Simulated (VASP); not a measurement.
Input:

```
V
1.0
   -1.49397     1.49397     1.49397
    1.49397    -1.49397     1.49397
    1.49397     1.49397    -1.49397
V
1
Direct
  0.00000   0.00000   0.00000
```

Method: PBE GGA, VASP's PBE PAW potentials (set 64) (plane waves; VASP). Numerical set-up: 400 eV cut-off, Gaussian smearing of 0.050 eV, potentials V_sv.

**Question.** Give the energies of bands 5 to 9 at the high-symmetry points, in eV from the Fermi level.

**Answer.** 
| band | Γ | H | N | P |
|---|---|---|---|---|
| 5 | -6.60 | -3.03 | -3.20 | -1.12 |
| 6 | 0.42 | -3.03 | -1.14 | -1.12 |
| 7 | 0.42 | 3.77 | 1.68 | -1.12 |
| 8 | 0.42 | 3.77 | 2.46 | 2.89 |
| 9 | 2.46 | 3.77 | 2.82 | 2.89 |

It has no gap at this level: it comes out as a metal or semimetal.

The compound is V in the bcc structure. It was relaxed first. The run is not spin-polarised, so no magnetic state was tried.
